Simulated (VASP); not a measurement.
An input for Ansatz (written as the equivalent of a VASP run, and not itself run):

Ansatz 0.2 input:
```yaml
crystal:
  lattice:
    - [0.0000000, 3.1586554, 3.1586554]
    - [3.1586554, 0.0000000, 3.1586554]
    - [3.1586554, 3.1586554, 0.0000000]
  atoms:
    - { symbol: Hg, position: [0.0000000, 0.0000000, 0.0000000] }
    - { symbol: Te, position: [0.2500000, 0.2500000, 0.2500000] }
kpoints:
  mp_grid: { grid: [10, 10, 10] }
hamiltonian:
  xc: pbesol
  pseudopotentials: { kind: paw }
scf:
  occupations: { method: methfessel_paxton, width: 0.1 }
  max_iter: 100
relax:
  max_steps: 40
  f_tol: 0.02
  cell: { p_target: 5 }
output: { forces: true, stress: true, eigenvalues: true }
```

Q: Write the VASP files for the same calculation (PBEsol).

A: One answer among several that fit: 
**KPOINTS**
```
Regular mesh
0
gamma
  10 10 10
```

**INCAR**
```
! general
SYSTEM =HgTe
PREC   =Accurate
ENCUT  =500
LREAL  =.FALSE.
LASPH  =.TRUE.

! electronic loop
EDIFF  =1E-6
NELM   =100
ALGO   =Normal
LMAXMIX=6

! smearing
ISMEAR =1
SIGMA  =0.1

! functional
GGA    =PS

! ions
IBRION =2
NSW    =40
ISIF   =3
EDIFFG =-0.02
PSTRESS=50

! output
LWAVE  =.FALSE.
LCHARG =.FALSE.
```

POSCAR:
```
HgTe
1
   -0.0000000000     3.1586553976     3.1586553976
    3.1586553976    -0.0000000000     3.1586553976
    3.1586553976     3.1586553976     0.0000000000
Hg Te
1 1
Direct
  0.0000000000   0.0000000000   0.0000000000
  0.2500000000   0.2500000000   0.2500000000
```

POTCAR, in this order: Hg Te (PBE.64 set). Program: vasp_std.

The two are equivalent in intent, not identical: each code has its own PAW files, so the cut-off isn't converted (ENCUT is set for VASP's; basis.ecutwfc is left out, and Ansatz then takes the one that its files recommend); Ansatz stops its SCF on the density residual and VASP on the energy change (EDIFF).

The structure was generated: HgTe was put into the zinc blende type (F-43m), which need not be its known phase. It was relaxed first under an external pressure of 5 GPa.
